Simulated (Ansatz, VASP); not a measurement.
# Cross-check of ZnWO4 between VASP and Ansatz, part 2 of 2

One calculation is typed for both programs; each brings its own data sets. How far apart do they land? The cell is taken from a series of runs on this material, whose earlier steps may have relaxed, scaled, displaced or heated it; both programs get it as it stands.

VASP 6.6.1 and Ansatz 0.2.0.

So far: Set-up; VASP: single point, LDA.

## (3) Ansatz: single point, LDA

Level of this step: Ansatz beside VASP: Kohn-Sham DFT, plane waves, LDA (Ansatz).

Ansatz runs on its default PAW (the set named soft_2) files.

The same cell, functional (in two slightly different forms), mesh and smearing now go to Ansatz, which takes its cutoff from its data sets.

Contents of input.yaml:

```yaml
crystal:
  lattice:
    - [4.6062688134, 0.0, 0.009460519]
    - [0.0, 5.6418097085, 0.0]
    - [-0.0420077901, 0.0, 4.8672841519]
  atoms:
    - { symbol: Zn, position: [0.5, 0.6756147325, 0.25] }
    - { symbol: Zn, position: [0.5, 0.3243852675, 0.75] }
    - { symbol: W, position: [0.0, 0.1817616171, 0.25] }
    - { symbol: W, position: [0.0, 0.8182383829, 0.75] }
    - { symbol: O, position: [0.2186025074, 0.10604408, 0.9329128039] }
    - { symbol: O, position: [0.7813974926, 0.10604408, 0.5670871961] }
    - { symbol: O, position: [0.7813974926, 0.89395592, 0.0670871961] }
    - { symbol: O, position: [0.2186025074, 0.89395592, 0.4329128039] }
    - { symbol: O, position: [0.2590044767, 0.3780806908, 0.4038659172] }
    - { symbol: O, position: [0.7409955233, 0.3780806908, 0.0961340828] }
    - { symbol: O, position: [0.7409955233, 0.6219193092, 0.5961340828] }
    - { symbol: O, position: [0.2590044767, 0.6219193092, 0.9038659172] }
kpoints:
  mp_grid: { grid: [6, 4, 6] }
  band_path:
    path:
      - [0.0, 0.0, 0.0]
      - [0.0, 0.5, 0.0]
      - [0.0, 0.5, 0.5]
      - [0.0, 0.0, 0.5]
      - [0.0, 0.0, 0.0]
      - [-0.5, 0.0, 0.5]
      - [-0.5, 0.5, 0.5]
      - [0.0, 0.5, 0.0]
      - [-0.5, 0.5, 0.0]
      - [-0.5, 0.0, 0.0]
      - [0.0, 0.0, 0.0]
    npoints: 10
hamiltonian:
  xc: lda
scf:
  occupations: { method: fermi_dirac, width: 0.02 }
  n_extra_bands: 8
output:
  eigenvalues: true
  forces: true
  stress: true
  write_density: true
  write_potential: true
  elf: true
  volumetric_format: npy
```

Run with:

```bash
$ ansatz run input.yaml --threads 3 --pin off --max-ram 92160MiB --backend cuda --events-out ev --progress --plain --runs-dir out --devices 1 --max-vram 13GiB
```

Numbers of over 12 decimals in the logs are rounded to 6 here.

Output:

```text
scf.n_extra_bands = 8 over 50 filled bands (N_el = 100.0): the run solves 58 bands
GPUs: using 1 of 1 available (devices: 1).
Engine: ansatz 0.2.0, x86_64-unknown-linux-gnu
Pseudopotentials: kind: paw
Pseudopotential: Zn, paw, valence charge 12, recommended cutoff 420 eV (normal), Zn.paw.azcp
Pseudopotential: W, paw, valence charge 14, recommended cutoff 420 eV (normal), W.paw.azcp
Pseudopotential: O, paw, valence charge 6, recommended cutoff 420 eV (normal), O.paw.azcp
Functional definition: SPW92
  exchange = slater_x
  correlation = pw_c
device memory: the entry about to start is reckoned to put 3.4 GiB on a device that reports 51.5 GiB free (of which the cap on the GPU budget leaves the run 13.0 GiB)
GPU FFT provider: cuFFT
GPU libraries: cuBLAS 13.8.2, cuFFT 12.4.0, cuSOLVER 12.3.4
Crystal: 12 atoms, lattice volume = 126.492 Å³
Basis set: ecut = 420 eV, 2489 PW (Γ)
Bands: 58, of which v1, the nominal top of the filled ones, is band 50 counted from 1 (49 counted from 0)
Symmetry: 4 space group operations
Space group: P2/c (ITA 13), of the structure as read, at distance tolerance 5.0e-5 Å
k-points: 60 of 144
Non-local potential: Zn, projectors of the file, l = 0: 2, l = 1: 2, l = 2: 3, l = 3: 1
Non-local potential: W, projectors of the file, l = 0: 3, l = 1: 2, l = 2: 2, l = 3: 1
Non-local potential: O, projectors of the file, l = 0: 2, l = 1: 2, l = 2: 1
PAW form: soft (Blöchl's): semilocal exchange-correlation on the pseudo side does not see the compensation charge
PAW frozen core: Zn, regenerated for the run's functional, and the local potential with it (the file was generated under x = pbe(κ = 0.804, μ = 0.219515), c = pbe(β = 0.066725))
PAW frozen core: W, regenerated for the run's functional, and the local potential with it (the file was generated under x = pbe(κ = 0.804, μ = 0.219515), c = pbe(β = 0.066725))
PAW frozen core: O, regenerated for the run's functional, and the local potential with it (the file was generated under x = pbe(κ = 0.804, μ = 0.219515), c = pbe(β = 0.066725))
PAW one-centre angular grid: Zn, 590 points (default); XC on 64 Gauss nodes
PAW one-centre angular grid: W, 590 points (default); XC on 64 Gauss nodes
PAW one-centre angular grid: O, 110 points (default); XC on 64 Gauss nodes
Initial density: superposition of atomic densities (neutral atoms: chi_scale 0, normalization atom), corrected by the library's trained network
Initial wavefunctions: pseudopotential atomic-orbital guess
GPU buffer pool allocated for 46080 grid points (all kernels)
GPU transforms: local potential and band sums: pruned to the plane-wave sphere, on 32×40×36
Functional: x = slater, c = lda
SCF iter   1: F=—  HF=-31198.140945 eV  |F-HF|=—  |Δ(HF+E_count)|=         —  Δρ=2.17e-2  dr2=5.42e-1  ethr=1.77e-3  ⟨swp⟩=6.3  Hψ=13754  notcnv=0  defer=2
preconditioner: auto → Resta (q_TF=auto, 2.623 Å⁻¹)  ε∞=9.3  [insulator: Δε(μ)=2.612 eV  Ē_g=10.523 eV  σ=0.020 eV  W_gap=1.00  n_scr=38 (ndim 8)  ℏωp=30.3 eV  f_vac=0.023  D(μ)=0.00/eV (n_scr^D=0)  ε∞_Penn≈9.3]
SCF iter   2: F=—  HF=-31198.026602 eV  |F-HF|=—  |Δ(HF+E_count)|=   1.14e-1  Δρ=6.03e-3  dr2=4.46e-2  ethr=5.42e-4  ⟨swp⟩=2.1  Hψ=6372  notcnv=0  defer=116
SCF iter   3: F=—  HF=-31198.019161 eV  |F-HF|=—  |Δ(HF+E_count)|=   7.44e-3  Δρ=2.87e-3  dr2=7.68e-3  ethr=4.46e-5  ⟨swp⟩=2.0  Hψ=5739  notcnv=0  defer=116
SCF iter   4: F=—  HF=-31198.017701 eV  |F-HF|=—  |Δ(HF+E_count)|=   1.46e-3  Δρ=1.32e-3  dr2=2.02e-3  ethr=7.68e-6  ⟨swp⟩=2.0  Hψ=5833  notcnv=0  defer=116
SCF iter   5: F=—  HF=-31198.017239 eV  |F-HF|=—  |Δ(HF+E_count)|=   4.61e-4  Δρ=2.87e-4  dr2=6.54e-5  ethr=2.02e-6  ⟨swp⟩=2.0  Hψ=5446  notcnv=0  defer=116
SCF iter   6: F=—  HF=-31198.017327 eV  |F-HF|=—  |Δ(HF+E_count)|=   8.77e-5  Δρ=1.76e-4  dr2=2.64e-5  ethr=6.54e-8  ⟨swp⟩=2.0  Hψ=6363  notcnv=0  defer=116
SCF iter   7: F=—  HF=-31198.017318 eV  |F-HF|=—  |Δ(HF+E_count)|=   8.83e-6  Δρ=4.91e-5  dr2=4.14e-6  ethr=2.64e-8  ⟨swp⟩=2.0  Hψ=5385  notcnv=0  defer=116
SCF iter   8: F=—  HF=-31198.017318 eV  |F-HF|=—  |Δ(HF+E_count)|=   1.97e-7  Δρ=1.52e-5  dr2=2.57e-7  ethr=4.14e-9  ⟨swp⟩=2.4  Hψ=6042  notcnv=0  defer=116
SCF iter   9: F=-31198.017318 eV  HF=-31198.017318 eV  |F-HF|=9.74e-9  |Δ(HF+E_count)|=   4.57e-8  Δρ=4.41e-6  dr2=3.35e-8  ethr=1.00e-10  ⟨swp⟩=17.5  Hψ=41923  notcnv=0
SCF 1 converged in 9 iterations: F = -31198.017318 eV  dr2 = 3.35e-8
  Residual-converged pass: ⟨swp⟩=1.0  Hψ=3751  notcnv=0  max |occ|·‖R‖ = 7.0e-9 eV (tolerance 1.0e-8 eV)  dr2=3.35e-8  dr2_onsite=1.89e-9  max |Δocc| = 0.0e0
  greatest PAW one-centre occupation: 1.000 electrons in one spin orbital (limit 2), on the W atom at site 3 (counted from 0), in its partial waves of l = 0
device memory: the entry about to start is reckoned to put 2.7 GiB on a device that reports 51.6 GiB free (of which the cap on the GPU budget leaves the run 13.0 GiB)
NSCF: frozen V_eff on 101 k-points
SCF converged after 9 iterations
Free energy (F): -31198.017318 eV
Harris-Foulkes:  -31198.017318 eV  (|F-HF|=9.74e-9)
Internal energy: -31198.017318 eV  (E = F + TS)
E sigma→0 (E₀):  -31198.017318 eV
Fermi energy:    10.526374 eV
--- Per-component energies (eV) ---
  E_band       = -346.219955
  E_kinetic    = 2555.193921
  E_local      = -7682.797995  (includes V_loc(G=0)·N_el)
  E_nonlocal   = 1655.116282
  E_hartree    = 2909.002390
  E_xc         = -1374.897936
  E_vxc        = -1322.875348  (∫ρ·V_xc dr)
  E_paw        = -21319.651880  (= ΣΔE_a)
  E_vpaw       = -1368.889333  (= ΣTr[D̂ρ^β])
  E_aug_tail   = 0.019107  (compensation charges beyond the density's cutoff)
  E_ewald      = -7944.457167
  E_core_change = 4.455960  (= ΣΔE_core)
  E_smearing   = -0.000000  (= −TS)
  E_closure    = 0.000000  (closes the sum)
  Σ components = -31198.017318   (vs F -31198.017318, Δ=0.00e0)
--- Forces (eV/Å), atoms counted from 1 ---
  atom   1  Zn     0.00000000    -0.00037603    -0.00000000
  atom   2  Zn    -0.00000000     0.00037603     0.00000000
  atom   3  W      0.00000000     0.00044651    -0.00000000
  atom   4  W     -0.00000000    -0.00044651     0.00000000
  atom   5  O      0.00043197    -0.00063029    -0.00001981
  atom   6  O     -0.00043197    -0.00063029     0.00001981
  atom   7  O     -0.00043197     0.00063029     0.00001981
  atom   8  O      0.00043197     0.00063029    -0.00001981
  atom   9  O     -0.00037735     0.00002787    -0.00046856
  atom  10  O      0.00037735     0.00002787     0.00046856
  atom  11  O      0.00037735    -0.00002787     0.00046856
  atom  12  O     -0.00037735    -0.00002787    -0.00046856
  max |Σ_I F_I| component: 0.00e0 eV/Å
--- Stress (GPa, compression-positive) ---
        0.000366       0.000000       0.003673
        0.000000       0.001394      -0.000000
        0.003672      -0.000000      -0.000549
  P = ⅓ Tr σ = 0.0004 GPa (0.004 kbar)
--- Band table (eV; the first three rows and the last of 60) ---
  k-point 0: bands = [... 46 lower, 8.2650, 8.6814, 8.6897, 8.7885, 12.3477, 12.8353, 12.8867, 12.8925, ... 4 higher]
  k-point 1: bands = [... 46 lower, 8.3032, 8.6002, 8.7124, 8.9809, 12.4610, 12.6128, 12.8216, 12.8807, ... 4 higher]
  k-point 2: bands = [... 46 lower, 8.3583, 8.5137, 8.8715, 9.0671, 12.4190, 12.6429, 12.7405, 12.8149, ... 4 higher]
  k-point 59: bands = [... 46 lower, 8.1058, 8.1058, 8.6626, 8.6626, 12.6775, 12.6775, 12.9998, 12.9998, ... 4 higher]
```

## (4) Side by side

Known differences besides the potentials themselves: the data sets hold 100 valence electrons in Ansatz (on its default PAW (the set named soft_2) files) and 84 in VASP; the cutoff is 420 eV in Ansatz and 600 eV in VASP; VASP's log shows a relativistic correction to its local exchange, Ansatz's none. Total energies have different zeros and are not compared.

The two programs side by side:

| quantity | Ansatz | VASP | difference |
| --- | --- | --- | --- |
| pressure (GPa) | 0.00 | 1.51 | -1.51 |
| gap on the k mesh (eV) | 2.837 | 2.751 | +0.086 |

Forces on 7 of the 12 atoms, those with the largest forces and the largest differences (eV/Å; atoms numbered as in POSCAR):

| atom | Ansatz x, y, z | VASP x, y, z |
| --- | --- | --- |
| O6 | 0.000, -0.001, 0.000 | -0.115, -0.025, 0.143 |
| O7 | 0.000, 0.001, 0.000 | -0.115, 0.025, 0.143 |
| O8 | 0.000, 0.001, 0.000 | 0.115, 0.025, -0.143 |
| O9 | 0.000, 0.000, 0.000 | 0.145, 0.156, 0.081 |
| O10 | 0.000, 0.000, 0.000 | -0.145, 0.156, -0.081 |
| O11 | 0.000, 0.000, 0.000 | -0.145, -0.156, -0.081 |
| O12 | 0.000, 0.000, 0.000 | 0.145, -0.156, 0.081 |

The forces differ by 104 meV/Å r.m.s., where the r.m.s. force is 0.000 eV/Å in Ansatz and 0.104 eV/Å in VASP: the atoms lie near their places of rest in Ansatz, so a percentage would say little (all taken over all components). A gap on the mesh is an upper bound, since the band edges may lie between its points; neither run holds spin-orbit coupling, which can move the band edges of a compound of W.

## (5) What the set-up changes

Further runs change the set-up of one program: Ansatz's method, potentials or start, or VASP's data sets, cutoff or form of LDA. The table gives Ansatz less VASP for each quantity, since a change that brings one quantity closer may part another.

| run | r.m.s. force difference (meV/Å) | pressure (GPa) | gap on the k mesh (eV) |
| --- | --- | --- | --- |
| as above | 104 | -1.5 | 0.086 |
| VASP with the data sets Zn, W_sv and O | 173 | -2.5 | 0.013 |

## (6) Summary of results

| Property | Result |
| --- | --- |
| r.m.s. force difference (single point, LDA) | 104 meV/Å |
| difference in pressure (single point, LDA) | -1.5 GPa |
| difference in gap on the k mesh (single point, LDA) | 0.086 eV |

What this shows: The r.m.s. force difference is 104 meV/Å (single point, LDA), beyond the 12 meV/Å picked in this series as the mark of a large difference. The data sets hold unlike numbers of valence electrons (100 in Ansatz and 84 in VASP), so part of the differences comes from the potentials. By the marks of this series, far apart in the single point, LDA pair: the r.m.s. force difference, 104 meV/Å, the difference in pressure, -1.5 GPa and the difference in gap on the k mesh, 0.086 eV. Single point, LDA, VASP with the data sets Zn, W_sv and O: r.m.s. force difference goes from 104 to 173 meV/Å; the difference in pressure goes from -1.5 to -2.5 GPa; the difference in gap on the k mesh goes from 0.086 to 0.013 eV. How closely two codes agree says nothing of how well the functional describes the real material.

[Lines on the potential files, build, host, timing and source positions are cut from VASP's logs without a mark.]

[Logs are printed without paths, hosts, clocks, repeated set-up lines and the standing remarks that a program may print on its own settings, such as how far it seeks lower states.]

[Hosts, paths, dates, database ids (printed as entryN), source tags and the programs' standing remarks are cut or masked in the printed files.]
